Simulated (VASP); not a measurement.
# ZnS (Wurtzite-2H) with PBE: from relaxation to properties, part 2 of 5

Aim: relax ZnS (Wurtzite-2H), then compute properties on the relaxed cell. The start is a cell from a database of measured crystal structures.

VASP 6.6.1; PBE; plane waves and PAW (Zn, S).

So far, gap on the k-mesh (eV): step 2 (relaxing cell and atoms (PBE)) 2.09. The relaxed cell has a = 3.844, c = 6.301 Å (conventional setting).

The database entry behind the starting cell has ideal inner coordinates that were not refined, so it need not match the best structure at ambient conditions.

## Step 4: Single point with fields (PBE)

The relaxed cell gets a fresh self-consistent run, on a basis set for its own volume, to fix the density and to check the remaining stress.

The input, INCAR:

```
SYSTEM = ZnS
PREC = Accurate
ENCUT = 400
EDIFF = 1E-06
NELM = 100
ISMEAR = 0
SIGMA = 0.05
LREAL = .FALSE.
ALGO = Normal
GGA = PE
NBANDS = 24
LORBIT = 11
LWAVE = .FALSE.
LCHARG = .TRUE.
ISIF = 2
LELF = .TRUE.
LVHAR = .TRUE.
```

The input, POSCAR:

```
ZnS
1.0
    3.8444531745      0.0000000000      0.0000000000
   -1.9222265872      3.3293941127      0.0000000000
    0.0000000000      0.0000000000      6.3012208745
Zn S
2 2
Direct
    0.3333333333      0.6666666667      0.0001275312
    0.6666666667      0.3333333333      0.5001275312
    0.3333333333      0.6666666667      0.3748724688
    0.6666666667      0.3333333333      0.8748724688
```

The input, KPOINTS:

```
Automatic mesh
0
Gamma
8 8 4
0 0 0
```

PAW data sets: Zn and S (PBE family, release 64).

Command:

```
mpirun -np 4 vasp_std
```

Log:

```text
[banner, memory and clock lines left out]
running    4 mpi-ranks, on    1 nodes
 distrk:  each k-point on    4 cores,    1 groups
 distr:  one band on    1 cores,    4 groups

 POSCAR found type information on POSCAR ZnS
 POSCAR found :  2 types and       4 ions
 LDA part: xc-table for (Slater+PW92), standard interpolation
 POSCAR, INCAR and KPOINTS ok, starting setup
 FFT: planning ... GRIDC
 FFT: planning ... GRID_SOFT
 FFT: planning ... GRID
 WAVECAR not read
 entering main loop
       N       E                     dE             d eps       ncg     rms          rms(c)
DAV:   1     0.211993133288E+03    0.21199E+03   -0.14949E+04  1440   0.151E+03
DAV:   2     0.373665982636E+01   -0.20826E+03   -0.20200E+03  1544   0.321E+02
DAV:   3    -0.142067320057E+02   -0.17943E+02   -0.17855E+02  1824   0.100E+02
DAV:   4    -0.145388291936E+02   -0.33210E+00   -0.33196E+00  1664   0.142E+01
DAV:   5    -0.145452106641E+02   -0.63815E-02   -0.63809E-02  1880   0.186E+00    0.937E+00
DAV:   6    -0.136850119542E+02    0.86020E+00   -0.18358E+00  2224   0.393E+01    0.730E+00
DAV:   7    -0.136971540423E+02   -0.12142E-01   -0.15158E+00  1600   0.701E+00    0.334E+00
DAV:   8    -0.136869453685E+02    0.10209E-01   -0.66913E-02  1928   0.315E+00    0.101E+00
DAV:   9    -0.136876367076E+02   -0.69134E-03   -0.12826E-02  2000   0.194E+00    0.247E-01
DAV:  10    -0.136877917727E+02   -0.15507E-03   -0.10151E-03  1704   0.374E-01    0.124E-01
[... 1 cycle as in an earlier step ...]
DAV:  12    -0.136880317835E+02    0.49061E-05   -0.14934E-05  1752   0.247E-02    0.815E-03
DAV:  13    -0.136880348447E+02   -0.30613E-05   -0.39245E-06  1512   0.129E-02    0.382E-03
DAV:  14    -0.136880349889E+02   -0.14414E-06   -0.33212E-07  1296   0.418E-03
   1 F= -.13688035E+02 E0= -.13688035E+02  d E =-.127206E-10
```

Run time: 10 s. Hardware: 4 MPI ranks of Intel Xeon Platinum 8259CL at 2.50GHz (Skylake/Cascade Lake), shared host; peak memory 0.5 GiB; 39 s of CPU time.

OUTCAR, selected parts (step 4):

```text
 Found     30 irreducible k-points:

   NELECT =      36.0000    total number of electrons

 E-fermi :   2.1281

  Total        0.0049089      0.0049089      0.0117361      0.0000000      0.0000000      0.0000000
  in kB        0.0975140      0.0975140      0.2331372      0.0000000      0.0000000      0.0000000
  external PRESSURE =       0.1427217 kB  Pullay stress =       0.0000000 kB

 POSITION                                       TOTAL-FORCE (eV/Angst)
 -----------------------------------------------------------------------------------
     -0.00000      2.21960      0.00080        -0.000000      0.000000      0.005978
      1.92223      1.10980      3.15141         0.000000     -0.000000      0.005978
     -0.00000      2.21960      2.36215        -0.000000      0.000000     -0.005978
      1.92223      1.10980      5.51276         0.000000      0.000000     -0.005978
 -----------------------------------------------------------------------------------
    total drift:                               -0.000000     -0.000000      0.001894

  FREE ENERGIE OF THE ION-ELECTRON SYSTEM (eV)
  ---------------------------------------------------
  free  energy   TOTEN  =       -13.6880349889 eV

  energy  without entropy=      -13.6880349889  energy(sigma->0) =      -13.68803499

[... 17 parts as in an earlier step ...]
```

Numbers from this step:

- SCF cycles: 14

Valence electrons inside each PAW sphere by angular momentum. Sphere charges, by row:

```csv
atom,s (e),p (e),d (e),tot (e)
Zn1,0.513,0.457,9.797,10.77
Zn2,0.513,0.457,9.797,10.77
S3,1.316,2.427,0,3.742
S4,1.316,2.427,0,3.742
```

Electrostatic potential energy in the ac plane at fractional y = 0.333, with atoms of Zn and S within 0.2 Å of it. With pseudopotentials it is smooth inside the atoms' cores, unlike the true potential.

Values in eV, 22 rows by 14 columns, each cell a mean:
```
  1   0  -1   0   0   0  -3 -21 -46 -58 -53 -30  -7  -1
  1   1   1   1   1  -1  -7 -43 -68 -70 -70 -55 -17  -2
  2   2   2   2   2   0 -10 -52 -70 -70 -70 -63 -23  -3
  3   3   3   3   3   1  -6 -41 -67 -70 -70 -52 -15  -2
  4   4   4   4   4   2  -1 -15 -36 -48 -43 -23  -4   1
  4   4   4   4   4   3   2  -2  -7 -11  -9  -4   0   3
  4   4   4   4   4   3   2   0  -2  -3  -2  -1   2   3
  4   4   4   4   4   3   1  -3  -6  -8  -7  -4   0   2
  3   4   4   4   3   1  -2  -9 -10 -10 -10 -10  -5   0
  2   3   4   4   3   0  -6 -10  -8  -7  -7  -9  -9  -2
  1   3   3   3   2  -1  -8  -9  -7  -6  -6  -8 -10  -4
  1   2   2   2   1  -1  -7 -10  -8  -6  -7  -9  -9  -3
  1   1   0   0   1   0  -4 -10 -10  -8  -9 -10  -6  -1
  1   0   0   0   1   1   0  -4  -8  -9  -9  -6  -1   1
  2   1   0   1   2   2   2   1  -1  -2  -2   0   2   2
  3   3   2   2   3   3   4   3   3   2   2   3   3   4
  4   4   3   3   4   4   4   4   4   4   4   4   4   4
  4   4   3   3   4   4   4   4   4   4   4   4   4   4
  3   3   3   3   3   4   4   4   4   4   4   4   4   4
  2   2   1   1   2   3   4   4   4   3   4   4   4   3
  1   0  -1   0   1   2   2   2   0  -1   0   1   2   2
  1   0  -1  -1   0   1   1  -3  -8 -14 -11  -4   0   1
```
Columns run along a (3.8 Å; values clipped at the 3rd and 97th percentile), rows up along c (6.3 Å). Atoms in or near the plane, at fractional coordinates: Zn at (0.67, 0.50), S at (0.67, 0.87).

Valence density in the ac plane at fractional y = 0.333, with atoms of Zn and S within 0.2 Å of it. It is the smooth field of the valence electrons, not physical close to the nuclei.

Ten steps, logarithmic in the rise over the least value, from '_' (0 e/Å³) to '@' (17 e/Å³), each cell a mean:
```
..........::::--========--::
..........::--====::--==--::
....____..::--==--__::==--::
..______..::--====----==--::
__________..::--======--::..
__________....::--------::..
____________..::::::::::..__
____________..::::--::::..__
____________..--++**++==::..
__________..::++%%@@%%**--..
............::**@@@@@@##==::
............::**%%@@%%##--::
..::::::::..::==**##**++::..
..::::::......::::----::....
............................
..........__________________
____..______________________
____________________________
____________________________
____________________________
................::::::......
............::::------::::..
```
Columns run along a (3.8 Å), rows up along c (6.3 Å). Atoms in or near the plane, at fractional coordinates: Zn at (0.67, 0.50), S at (0.67, 0.87).

ELF in the ac plane at fractional y = 0.333, with atoms of Zn and S within 0.2 Å of it. It is the smooth field of the valence electrons, not physical close to the nuclei.

Ten even steps from '0' (0.01) to '9' (0.87), each cell a mean:
```
32113699988998
52114799756998
52124899634899
52114799767898
41013689999997
20001478999975
10000245666643
00000122222221
11111112111121
22332121000021
34554220000012
57776321000022
67887421100123
77887532222224
67776531111124
56665421111113
34543210000001
12222100000000
11111000011000
11111113344321
11111246777753
21112478999985
```
Columns run along a (3.8 Å), rows up along c (6.3 Å). Atoms in or near the plane, at fractional coordinates: Zn at (0.67, 0.50), S at (0.67, 0.87).

In this run the pressure is 0.01 GPa, small enough to go on.

## Step 5: Bands along the symmetry lines (PBE)

The mesh alone shows little of the dispersion and can miss band extrema, so KPOINTS_OPT adds a path through the symmetry points after the self-consistent cycle.

The input, INCAR:

```
SYSTEM = ZnS
PREC = Accurate
ENCUT = 400
EDIFF = 1E-06
NELM = 100
ISMEAR = 0
SIGMA = 0.05
LREAL = .FALSE.
ALGO = Normal
GGA = PE
NBANDS = 32
LORBIT = 11
LWAVE = .FALSE.
LCHARG = .FALSE.
KPAR = 4
```

POSCAR is that of step 4.

KPOINTS is that of step 4.

The input, KPOINTS_OPT:

```
Line mode
16
Line-mode
Reciprocal
  0.00000000   0.00000000   0.00000000 GAMMA
  0.50000000   0.00000000   0.00000000 M

  0.50000000   0.00000000   0.00000000 M
  0.33333333   0.33333333   0.00000000 K

  0.33333333   0.33333333   0.00000000 K
  0.00000000   0.00000000   0.00000000 GAMMA

  0.00000000   0.00000000   0.00000000 GAMMA
  0.00000000   0.00000000   0.50000000 A

  0.00000000   0.00000000   0.50000000 A
  0.50000000   0.00000000   0.50000000 L

  0.50000000   0.00000000   0.50000000 L
  0.33333333   0.33333333   0.50000000 H

  0.33333333   0.33333333   0.50000000 H
  0.00000000   0.00000000   0.50000000 A

  0.50000000   0.00000000   0.50000000 L
  0.50000000   0.00000000   0.00000000 M

  0.33333333   0.33333333   0.00000000 K
  0.33333333   0.33333333   0.50000000 H
```

Command:

```
mpirun -np 4 vasp_std
```

Log:

```text
[... set-up lines as in an earlier step ...]
 entering main loop
       N       E                     dE             d eps       ncg     rms          rms(c)
DAV:   1     0.236673013112E+03    0.23667E+03   -0.13954E+04  1920   0.113E+03
DAV:   2     0.109649496038E+02   -0.22571E+03   -0.21006E+03  1936   0.287E+02
DAV:   3    -0.139590988241E+02   -0.24924E+02   -0.24606E+02  2328   0.938E+01
DAV:   4    -0.145382661717E+02   -0.57917E+00   -0.57849E+00  2232   0.150E+01
DAV:   5    -0.145452765733E+02   -0.70104E-02   -0.70099E-02  2344   0.157E+00    0.937E+00
DAV:   6    -0.137111830932E+02    0.83409E+00   -0.11770E+00  2960   0.295E+01    0.724E+00
DAV:   7    -0.136897241797E+02    0.21459E-01   -0.83419E-01  2256   0.503E+00    0.337E+00
DAV:   8    -0.136872821876E+02    0.24420E-02   -0.16538E-02  2168   0.673E-01    0.853E-01
DAV:   9    -0.136876780244E+02   -0.39584E-03   -0.30704E-03  2296   0.363E-01    0.208E-01
DAV:  10    -0.136878545530E+02   -0.17653E-03   -0.24225E-04  2184   0.912E-02    0.688E-02
DAV:  11    -0.136880294812E+02   -0.17493E-03   -0.16703E-04  2152   0.666E-02    0.248E-02
DAV:  12    -0.136880335608E+02   -0.40796E-05   -0.14928E-05  2384   0.489E-02    0.129E-02
DAV:  13    -0.136880350865E+02   -0.15258E-05   -0.43485E-06  2088   0.234E-02    0.140E-03
DAV:  14    -0.136880350231E+02    0.63397E-07   -0.50419E-07  1704   0.761E-03
   1 F= -.13688035E+02 E0= -.13688035E+02  d E =-.375620E-11
 Start KPOINTS_OPT (optional k-point list driver)
k-point batch [1-30\144]
       N       E                     dE             ncg
DAV:   1     0.364363716615E+04   -0.18647E+05     1920
DAV:   2    -0.307329171335E+04   -0.67169E+04     1944
DAV:   3    -0.378754065409E+04   -0.71425E+03     2304
DAV:   4    -0.380263017901E+04   -0.15090E+02     2216
DAV:   5    -0.380279418757E+04   -0.16401E+00     2312
DAV:   6    -0.380279718098E+04   -0.29934E-02     2240
DAV:   7    -0.380279724782E+04   -0.66838E-04     2384
DAV:   8    -0.380279724919E+04   -0.13645E-05     1680
DAV:   9    -0.380279724935E+04   -0.16661E-06     1560
[...]
k-point batch [121-144\144]
       N       E                     dE             ncg
DAV:   1     0.882341468526E+04   -0.22993E+05     1536
DAV:   2     0.348110014215E+04   -0.53423E+04     1568
DAV:   3     0.290344380795E+04   -0.57766E+03     1864
DAV:   4     0.289158666457E+04   -0.11857E+02     1832
DAV:   5     0.289145334172E+04   -0.13332E+00     1888
DAV:   6     0.289145089739E+04   -0.24443E-02     1864
DAV:   7     0.289145084322E+04   -0.54173E-04     1920
DAV:   8     0.289145084208E+04   -0.11398E-05     1352
DAV:   9     0.289145084194E+04   -0.13142E-06     1328
```

Elapsed: 42 s, on 4 MPI ranks; peak memory 0.9 GiB.

From OUTCAR (step 5):

```text
   k-points           NKPTS =     30   k-points in BZ     NKDIM =     30   number of bands    NBANDS=     32

   NELECT =      36.0000    total number of electrons

 E-fermi :   2.1356

 k-point     1 :       0.0000    0.0000    0.0000
  band No.  band energies     occupation
    ...
     14       1.0671      2.00000
     15       1.0671      2.00000
     16       1.8531      2.00000
     17       1.9241      2.00000
     18       1.9241      2.00000
     19       4.0099      0.00000
     20       4.9714      0.00000
     21       8.2478      0.00000
     22       8.2478      0.00000
     23       8.5167      0.00000
    ...

  Total        0.0041792      0.0041792      0.0112407      0.0000000      0.0000000      0.0000000
  in kB        0.0830191      0.0830191      0.2232960      0.0000000      0.0000000      0.0000000
  external PRESSURE =       0.1297781 kB  Pullay stress =       0.0000000 kB

 POSITION                                       TOTAL-FORCE (eV/Angst)
 -----------------------------------------------------------------------------------
     -0.00000      2.21960      0.00080        -0.000000      0.000000      0.005986
      1.92223      1.10980      3.15141        -0.000000     -0.000000      0.005986
     -0.00000      2.21960      2.36215        -0.000000     -0.000000     -0.005986
      1.92223      1.10980      5.51276         0.000000     -0.000000     -0.005986
 -----------------------------------------------------------------------------------
    total drift:                               -0.000000     -0.000000      0.001705

  FREE ENERGIE OF THE ION-ELECTRON SYSTEM (eV)
  ---------------------------------------------------
  free  energy   TOTEN  =       -13.6880350231 eV

  energy  without entropy=      -13.6880350231  energy(sigma->0) =      -13.68803502

[... 9 parts as in an earlier step ...]

[... 7 further parts left out ...]
```

This step gave:

| Quantity | Value |
| --- | --- |
| bands | 32 |
| Fermi energy | 2.136 eV |
| pressure | 0.01298 GPa |
| least gap on mesh and path | 2.086 eV |
| least direct gap on mesh and path | 2.086 eV |

The electronic bands at the labelled points (eV, zero at the valence-band top; v1 is the highest filled band, c1 the lowest empty one):

```csv
point,v4,v3,v2,v1,c1,c2,c3,c4
Γ,-0.86,-0.07,0.00,0.00,2.09,3.05,6.32,6.32
0.53 of the way,-2.34,-1.63,-0.68,-0.48,3.88,4.06,5.86,6.53
M,-3.15,-2.15,-1.61,-0.85,3.68,4.18,5.14,6.93
0.53 of the way,-3.22,-2.60,-1.77,-1.53,4.67,4.96,5.13,7.12
K,-3.69,-2.23,-2.23,-2.00,4.36,5.78,5.78,7.82
0.53 of the way,-2.48,-1.79,-0.72,-0.66,4.12,4.82,5.62,6.04
Γ,-0.86,-0.07,0.00,0.00,2.09,3.05,6.32,6.32
0.47 of the way,-0.76,-0.76,-0.12,-0.12,2.91,3.18,6.29,6.41
A,-0.45,-0.45,-0.45,-0.45,3.48,3.48,6.76,6.76
0.47 of the way,-1.59,-1.59,-0.98,-0.98,4.30,4.30,5.73,5.73
L,-1.56,-1.56,-1.55,-1.55,3.54,3.54,5.24,5.24
0.53 of the way,-2.41,-2.41,-1.35,-1.35,4.18,4.18,5.93,5.93
H,-2.92,-2.92,-1.29,-1.29,4.46,4.46,6.36,6.36
0.53 of the way,-1.60,-1.60,-1.33,-1.33,4.67,4.67,5.70,5.70
A,-0.45,-0.45,-0.45,-0.45,3.48,3.48,6.76,6.76
jump to L,-1.56,-1.56,-1.55,-1.55,3.54,3.54,5.24,5.24
0.53 of the way,-2.60,-2.00,-1.36,-1.04,3.51,3.79,5.68,6.04
M,-3.15,-2.15,-1.61,-0.85,3.68,4.18,5.14,6.93
jump to K,-3.69,-2.23,-2.23,-2.00,4.36,5.78,5.78,7.82
0.47 of the way,-3.50,-2.27,-1.80,-1.80,4.88,5.20,5.20,7.45
H,-2.92,-2.92,-1.29,-1.29,4.46,4.46,6.36,6.36
```

Of the projections kept (Zn, S), the largest for each band there; the rest of the weight can lie on other orbitals:

```csv
point,v4,v3,v2,v1,c1,c2,c3,c4
Γ,S 0.72,S 0.76,S 0.76,S 0.76,Zn 0.52,Zn 0.72,Zn 1.00,Zn 1.00
M,S 0.62,S 0.72,S 0.67,S 0.73,Zn 0.81,Zn 0.58,Zn 0.53,Zn 0.91
K,S 0.66,S 0.65,S 0.65,S 0.65,Zn 0.87,S 0.52,S 0.52,S 0.70
Γ,S 0.72,S 0.76,S 0.76,S 0.76,Zn 0.52,Zn 0.72,Zn 1.00,Zn 1.00
A,S 0.74,S 0.74,S 0.74,S 0.74,Zn 0.59,Zn 0.59,S 0.56,S 0.56
L,S 0.70,S 0.70,S 0.71,S 0.71,Zn 0.72,Zn 0.72,Zn 0.80,Zn 0.80
```

The path finds the gap of the mesh within 0.02 eV, so the mesh comes close to both band edges.

(Continued in part 3 of 5.)

[Lines on the potential files, build, host, timing and source positions are cut from VASP's logs without a mark.]

[Logs are printed without paths, hosts, clocks, repeated set-up lines and the standing remarks that a program may print on its own settings, such as how far it seeks lower states.]

[Hosts, paths, dates, database ids (printed as entryN), source tags and the programs' standing remarks are cut or masked in the printed files.]

[A measured line is paired with the nearest computed mode of its activity, which favours agreement.]
